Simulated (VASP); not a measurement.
Data:

```
BaTiO3
1.0
    3.92132     0.00000     0.00000
    0.00000     3.92132     0.00000
    0.00000     0.00000     4.03137
Ba Ti O
1 1 3
Direct
  0.00000   0.00000   0.00338
  0.50000   0.50000   0.52139
  0.50000   0.50000   0.97030
  0.00000   0.50000   0.48447
  0.50000   0.00000   0.48447
```

Calculation: optB88-vdW, VASP's PBE PAW potentials (set 64) (plane waves; VASP 6.6.1). Settings: 520 eV cut-off, 6×6×6 Γ-centred mesh, Gaussian smearing of 0.050 eV, potentials Ba_sv Ti_sv O.

Problem. The ions and cell shape at fixed volume are relaxed. Which structure does the run end with?

Solution. 
```
BaTiO3
1.0
    3.95194     0.00000     0.00000
    0.00000     3.95194     0.00000
    0.00000     0.00000     3.96916
Ba Ti O
1 1 3
Cartesian
  0.00000   3.95194   3.95310
  1.97597   1.97597   2.00409
  1.97597   1.97597   3.91158
  0.00000   1.97597   1.94020
  1.97597   0.00000   1.94020
```
Space group P4mm (99), at a tolerance of 0.03 Å.

Problem. How much energy does the relaxation gain?

Solution. The energy (σ→0) changes by -6.1 meV/atom, in 9 ionic steps.

```json
[
 {"step": "1", "E(σ→0) (eV)": "-30.8441", "max force (eV/Å)": "0.678", "pressure (GPa)": "11.81", "volume (Å³)": "61.99"},
 {"step": "2", "E(σ→0) (eV)": "-30.8611", "max force (eV/Å)": "0.121", "pressure (GPa)": "10.44", "volume (Å³)": "61.99"},
 {"step": "3", "E(σ→0) (eV)": "-30.8611", "max force (eV/Å)": "0.123", "pressure (GPa)": "10.42", "volume (Å³)": "61.99"},
 {"step": "4", "E(σ→0) (eV)": "-30.8696", "max force (eV/Å)": "0.101", "pressure (GPa)": "10.02", "volume (Å³)": "61.99"},
 {"step": "5", "E(σ→0) (eV)": "-30.8718", "max force (eV/Å)": "0.103", "pressure (GPa)": "9.73", "volume (Å³)": "61.99"},
 {"step": "6", "E(σ→0) (eV)": "-30.8736", "max force (eV/Å)": "0.060", "pressure (GPa)": "9.58", "volume (Å³)": "61.99"},
 {"step": "7", "E(σ→0) (eV)": "-30.8744", "max force (eV/Å)": "0.030", "pressure (GPa)": "9.41", "volume (Å³)": "61.99"},
 {"step": "8", "E(σ→0) (eV)": "-30.8745", "max force (eV/Å)": "0.008", "pressure (GPa)": "9.37", "volume (Å³)": "61.99"},
 {"step": "9", "E(σ→0) (eV)": "-30.8745", "max force (eV/Å)": "0.006", "pressure (GPa)": "9.38", "volume (Å³)": "61.99"}
]
```

The compound is BaTiO3 in the tetragonal perovskite structure. This cell is one point of a volume scan, at 0.94 of the reference volume. Symmetry was kept, so distortions that lower it aren't found.
